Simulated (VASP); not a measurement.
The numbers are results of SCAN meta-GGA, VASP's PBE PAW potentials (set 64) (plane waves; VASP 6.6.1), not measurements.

VASP ran on this input.

### POSCAR
```
Al3Sc
4.1247340
  1.0000000660   0.0000000000   0.0000000000
  0.0000000000   1.0000000660   0.0000000000
  0.0000000000   0.0000000000   1.0000000660
Sc Al
1 3
direct
  0.0000000000   0.0000000000   0.0000000000
  0.0000000000   0.5000000000   0.5000000000
  0.5000000000   0.0000000000   0.5000000000
  0.5000000000   0.5000000000   0.0000000000
```

### INCAR
```
ALGO = Normal
EDIFF = 1E-7
ENCUT = 520
ISIF = 2
ISMEAR = 1
LASPH = .True.
LCHARG = .False.
LMAXMIX = 4
LMIXTAU = .True.
LREAL = .False.
LWAVE = .False.
METAGGA = SCAN
NELM = 100
PREC = Accurate
SIGMA = 0.1
SYSTEM = Al3Sc
```

**KPOINTS**
```
Automatic mesh
0
Gamma
8 8 8
```

POTCAR, in this order: Sc_sv Al (PBE.64 set). Program: vasp_std.

The run wrote:

### OSZICAR
```
       N       E                     dE             d eps       ncg     rms          rms(c)
DAV:   1     0.998381599128E+02    0.99838E+02   -0.86730E+03   980   0.133E+03
DAV:   2    -0.346180791644E+02   -0.13446E+03   -0.13264E+03   992   0.380E+02
DAV:   3    -0.430111807696E+02   -0.83931E+01   -0.80937E+01  1568   0.783E+01
DAV:   4    -0.431441075356E+02   -0.13293E+00   -0.13240E+00  1396   0.917E+00
DAV:   5    -0.431469541553E+02   -0.28466E-02   -0.28460E-02  1418   0.144E+00    0.114E+01
DAV:   6    -0.394653209532E+02    0.36816E+01   -0.56458E+00  1454   0.359E+01    0.447E+00
DAV:   7    -0.389990463478E+02    0.46627E+00   -0.65064E-01  1070   0.100E+01    0.210E+00
DAV:   8    -0.390129022414E+02   -0.13856E-01   -0.95052E-01  1254   0.925E+00    0.689E-01
DAV:   9    -0.391083217699E+02   -0.95420E-01   -0.23119E-01  1112   0.526E+00    0.387E-01
DAV:  10    -0.392988310788E+02   -0.19051E+00   -0.38732E-01  1096   0.835E+00    0.295E-01
DAV:  11    -0.392990283480E+02   -0.19727E-03   -0.69958E-02  1028   0.351E+00    0.157E-01
DAV:  12    -0.392925047355E+02    0.65236E-02   -0.43868E-02  1010   0.289E+00    0.933E-02
DAV:  13    -0.392963342239E+02   -0.38295E-02   -0.73272E-03  1118   0.116E+00    0.907E-02
DAV:  14    -0.392994896706E+02   -0.31554E-02   -0.44968E-02  1004   0.306E+00    0.468E-02
DAV:  15    -0.392980987515E+02    0.13909E-02   -0.29780E-03  1166   0.540E-01    0.440E-02
DAV:  16    -0.392971685519E+02    0.93020E-03   -0.28281E-03  1022   0.732E-01    0.195E-02
DAV:  17    -0.392970369518E+02    0.13160E-03   -0.98440E-04  1440   0.407E-01    0.214E-02
DAV:  18    -0.392970017748E+02    0.35177E-04   -0.83891E-04  1004   0.330E-01    0.126E-02
DAV:  19    -0.392969373878E+02    0.64387E-04   -0.22544E-04  1088   0.203E-01    0.870E-03
DAV:  20    -0.392969384333E+02   -0.10456E-05   -0.30976E-05  1082   0.764E-02    0.605E-03
DAV:  21    -0.392969288943E+02    0.95391E-05   -0.54101E-05  1016   0.104E-01    0.416E-03
DAV:  22    -0.392969193734E+02    0.95208E-05   -0.30322E-05  1082   0.749E-02    0.150E-03
DAV:  23    -0.392969214832E+02   -0.21098E-05   -0.65636E-06  1046   0.315E-02    0.170E-03
DAV:  24    -0.392969223415E+02   -0.85830E-06   -0.41641E-06  1656   0.254E-02    0.173E-03
DAV:  25    -0.392969218151E+02    0.52639E-06   -0.10156E-06  1382   0.131E-02    0.835E-04
DAV:  26    -0.392969213382E+02    0.47691E-06   -0.19025E-07   908   0.541E-03    0.668E-04
DAV:  27    -0.392969199164E+02    0.14217E-05   -0.77285E-08   670   0.416E-03    0.267E-04
DAV:  28    -0.392969191818E+02    0.73466E-06   -0.84665E-08   610   0.452E-03    0.201E-04
DAV:  29    -0.392969191069E+02    0.74859E-07   -0.27714E-08   526   0.328E-03
   1 F= -.39296919E+02 E0= -.39296378E+02  d E =-.162449E-02
```

OUTCAR:
```
------------------------ aborting loop because EDIFF is reached ----------------------------------------
  FORCE on cell =-STRESS in cart. coord.  units (eV):
  Direction    XX          YY          ZZ          XY          YZ          ZX
  --------------------------------------------------------------------------------------
  Total       -1.2321161     -1.2321161     -1.2321161     -0.0000000     -0.0000000      0.0000000
  in kB      -28.1302946    -28.1302946    -28.1302946     -0.0000000     -0.0000000      0.0000000
  external PRESSURE =     -28.1302946 kB  Pullay stress =       0.0000000 kB
  volume of cell :       70.18
      direct lattice vectors                 reciprocal lattice vectors
     4.124734272  0.000000000  0.000000000     0.242439860  0.000000000  0.000000000
     0.000000000  4.124734272  0.000000000     0.000000000  0.242439860  0.000000000
     0.000000000  0.000000000  4.124734272     0.000000000  0.000000000  0.242439860
 POSITION                                       TOTAL-FORCE (eV/Angst)
 -----------------------------------------------------------------------------------
      0.00000      0.00000      0.00000         0.000000      0.000000      0.000000
      0.00000      2.06237      2.06237         0.000000      0.000000      0.000000
      2.06237      0.00000      2.06237         0.000000      0.000000      0.000000
      2.06237      2.06237      0.00000         0.000000      0.000000      0.000000
 -----------------------------------------------------------------------------------
    total drift:                                0.000000      0.000000      0.000000
  FREE ENERGIE OF THE ION-ELECTRON SYSTEM (eV)
  ---------------------------------------------------
  free  energy   TOTEN  =       -39.2969191069 eV

  energy  without entropy=      -39.2952946146  energy(sigma->0) =      -39.29637761
```
(Selected blocks of OUTCAR.)

The compound is Al3Sc in the L1_2 structure. This cell is one point of a volume scan, at 1.03 of the reference volume.
